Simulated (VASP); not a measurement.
Consider the following.

```yaml
crystal:
  lattice:
    - [0.00000, 2.18847, 2.18847]
    - [2.18847, 0.00000, 2.18847]
    - [2.18847, 2.18847, 0.00000]
  atoms:
    - { symbol: Si, position: [0.00000, 0.00000, 0.00000] }
    - { symbol: C, position: [0.25000, 0.25000, 0.25000] }
```

All values below come from r2SCAN meta-GGA, VASP's PBE PAW potentials (set 64) (plane waves; VASP). Settings: 600 eV cut-off, 10×10×10 Γ-centred mesh, Gaussian smearing of 0.050 eV, potentials Si C.

Problem. What does the run give for the energy per atom (σ→0), pressure?

Solution. 
* **energy per atom (σ→0)**: -9.663 eV/atom
* **pressure**: -3.47 GPa

The compound is SiC in the zinc blende structure. This cell was strained or had an atom moved on purpose.
